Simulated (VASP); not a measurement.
Output of a VASP run:

OUTCAR:
```
 ion  position               nearest neighbor table
   1  0.000  0.000  0.000-   2 2.81   2 2.81   2 2.81   2 2.81   2 2.81   2 2.81
   2  0.500  0.500  0.500-   1 2.81   1 2.81   1 2.81   1 2.81   1 2.81   1 2.81
  LATTYP: Found a face centered cubic cell.
 ALAT       =     5.6229030002
 Subroutine PRICEL returns:
 Original cell was already a primitive cell.
 Subroutine GETGRP returns: Found 48 space group operations
The static configuration has the point symmetry O_h .
The dynamic configuration has the point symmetry O_h .
 Subroutine INISYM returns: Found 48 space group operations
 Subroutine IBZKPT returns following result:
 Found     29 irreducible k-points:

 Following reciprocal coordinates:
            Coordinates               Weight
  0.000000  0.000000  0.000000      1.000000
  0.125000  0.000000  0.000000      8.000000
  0.250000  0.000000  0.000000      8.000000
  0.375000  0.000000  0.000000      8.000000
  0.500000  0.000000  0.000000      4.000000
  0.125000  0.125000  0.000000      6.000000
  0.250000  0.125000  0.000000     24.000000
  0.375000  0.125000  0.000000     24.000000
  0.500000  0.125000  0.000000     24.000000
 -0.375000  0.125000  0.000000     24.000000
 -0.250000  0.125000  0.000000     24.000000
 -0.125000  0.125000  0.000000     12.000000
  0.250000  0.250000  0.000000      6.000000
  0.375000  0.250000  0.000000     24.000000
  0.500000  0.250000  0.000000     24.000000
 -0.375000  0.250000  0.000000     24.000000
 -0.250000  0.250000  0.000000     12.000000
  0.375000  0.375000  0.000000      6.000000
  0.500000  0.375000  0.000000     24.000000
 -0.375000  0.375000  0.000000     12.000000
  0.500000  0.500000  0.000000      3.000000
  0.375000  0.250000  0.125000     24.000000
  0.500000  0.250000  0.125000     48.000000
 -0.375000  0.250000  0.125000     24.000000
  0.500000  0.375000  0.125000     24.000000
 -0.375000  0.375000  0.125000     48.000000
 -0.250000  0.375000  0.125000     24.000000
 -0.375000  0.500000  0.125000     12.000000
 -0.250000  0.500000  0.250000      6.000000
   k-points           NKPTS =     29   k-points in BZ     NKDIM =     29   number of bands    NBANDS=     12
   number of dos      NEDOS =    301   number of ions     NIONS =      2
   total plane-waves  NPLWV =  27000
   dimension x,y,z NGX =    30 NGY =   30 NGZ =   30
   dimension x,y,z NGXF=    60 NGYF=   60 NGZF=   60
   ions per type =               1   1
   PREC   = accura    normal or accurate (medium, high low for compatibility)
   ISTART =      0    job   : 0-new  1-cont  2-samecut
   ICHARG =      2    charge: 1-file 2-atom 10-const
   ISPIN  =      1    spin polarized calculation?
   LNONCOLLINEAR =      F non collinear calculations
   LSORBIT =      F    spin-orbit coupling
   INIWAV =      1    electr: 0-lowe 1-rand  2-diag
   ENCUT  =  500.0 eV  36.75 Ry    6.06 a.u.   7.25  7.25  7.25*2*pi/ulx,y,z
   NELM   =    100;   NELMIN=  2; NELMDL= -5     # of ELM steps
   EDIFF  = 0.1E-05   stopping-criterion for ELM
   LREAL  =      F    real-space projection
   NLSPLINE    = F    spline interpolate recip. space projectors
   LMAXMIX     =    4 max onsite mixed and CHGCAR
   VOSKOWN=      0    Vosko Wilk Nusair interpolation
   EDIFFG = -.2E-01   stopping-criterion for IOM
   NSW    =     40    number of steps for IOM
   NBLOCK =      1;   KBLOCK =     40    inner block; outer block
   IBRION =      2    ionic relax: 0-MD 1-quasi-New 2-CG
   NFREE  =      1    steps in history (QN), initial steepest desc. (CG)
   ISIF   =      3    stress and relaxation
   ISYM   =      2    0-nonsym 1-usesym 2-fastsym
   TEIN   =    0.0    initial temperature
   TEBEG  =    0.0;   TEEND  =   0.0 temperature during run
   SMASS  =  -3.00    Nose mass-parameter (am)
   PSTRESS=  450.0 pullay stress
   NELECT =      16.0000    total number of electrons
   EFERMI =   0.00;   METHOD = LEGACY
   ISMEAR =     0;   SIGMA  =   0.05  broadening in eV -4-tet -1-fermi 0-gaus
   IALGO  =     38    algorithm
...
```

### OSZICAR
```
       N       E                     dE             d eps       ncg     rms          rms(c)
DAV:   1     0.103699449375E+03    0.10370E+03   -0.73929E+03   696   0.120E+03
DAV:   2     0.275745224915E+01   -0.10094E+03   -0.93224E+02   828   0.286E+02
DAV:   3    -0.202263724367E+01   -0.47801E+01   -0.47424E+01   904   0.538E+01
DAV:   4    -0.223372900828E+01   -0.21109E+00   -0.21092E+00  1116   0.110E+01
DAV:   5    -0.223720012252E+01   -0.34711E-02   -0.34709E-02   936   0.125E+00    0.156E+01
DAV:   6    -0.216816209539E+01    0.69038E-01   -0.87282E-02   828   0.207E+00    0.990E+00
DAV:   7    -0.216266465119E+01    0.54974E-02   -0.13516E-01   856   0.245E+00    0.690E-01
DAV:   8    -0.216001607551E+01    0.26486E-02   -0.22065E-02   844   0.131E+00    0.157E-01
DAV:   9    -0.216016191509E+01   -0.14584E-03   -0.91949E-04   896   0.248E-01    0.103E-01
DAV:  10    -0.216019145083E+01   -0.29536E-04   -0.75647E-05   928   0.899E-02    0.415E-02
DAV:  11    -0.216019560239E+01   -0.41516E-05   -0.15284E-05   868   0.410E-02    0.808E-03
DAV:  12    -0.216019576544E+01   -0.16306E-06   -0.15619E-06   724   0.111E-02
   1 F= 0.10322941E+02 E0= 0.10322941E+02  d E =0.103229E+02
```

File OUTCAR:
```
------------------------ aborting loop because EDIFF is reached ----------------------------------------
  FORCE on cell =-STRESS in cart. coord.  units (eV):
  Direction    XX          YY          ZZ          XY          YZ          ZX
  --------------------------------------------------------------------------------------
  Total       12.5143095     12.5143095     12.5143095      0.0000000      0.0000000      0.0000000
  in kB      451.1237472    451.1237472    451.1237472      0.0000000      0.0000000      0.0000000
  external PRESSURE =       1.1237472 kB  Pullay stress =     450.0000000 kB
  volume of cell :       44.44
      direct lattice vectors                 reciprocal lattice vectors
     0.000000000  2.811451500  2.811451500    -0.177844078  0.177844078  0.177844078
     2.811451500  0.000000000  2.811451500     0.177844078 -0.177844078  0.177844078
     2.811451500  2.811451500  0.000000000     0.177844078  0.177844078 -0.177844078
  FREE ENERGIE OF THE ION-ELECTRON SYSTEM (eV)
  ---------------------------------------------------
  free  energy   TOTEN  =        -2.1601957654 eV

  energy  without entropy=       -2.1601957654  energy(sigma->0) =       -2.16019577
  enthalpy is  TOTEN    =        10.3229406052 eV   P V=       12.4831363706

 reached required accuracy - stopping structural energy minimisation
```
(Selected blocks of OUTCAR.)

File POSCAR:
```
KI
1
    0.0000000000     2.8114515001     2.8114515001
    2.8114515001     0.0000000000     2.8114515001
    2.8114515001     2.8114515001     0.0000000000
K I
1 1
Direct
  0.0000000000   0.0000000000   0.0000000000
  0.5000000000   0.5000000000   0.5000000000
```

**Question.** Write an INCAR and KPOINTS that could have produced this output.

**Answer.** Several could match; the one computed here: the input of the run itself, PBE GGA, plane waves, VASP's PBE PAW potentials (set 64).

File KPOINTS:
```
Automatic mesh
0
Gamma
8 8 8
0 0 0
```

### INCAR
```
ALGO = Normal
EDIFF = 1E-6
EDIFFG = -0.02
ENCUT = 500
GGA = PE
IBRION = 2
ISIF = 3
ISMEAR = 0
LASPH = T
LCHARG = F
LMAXMIX = 4
LREAL = F
LWAVE = F
NELM = 100
NSW = 40
PREC = Accurate
PSTRESS = 450
SIGMA = 0.05
SYSTEM = KI
```

POTCAR, in this order: K_sv I (PBE.64 set). Program: vasp_std.

The compound is KI in the rock salt structure. It was relaxed first under an external pressure of 45 GPa.
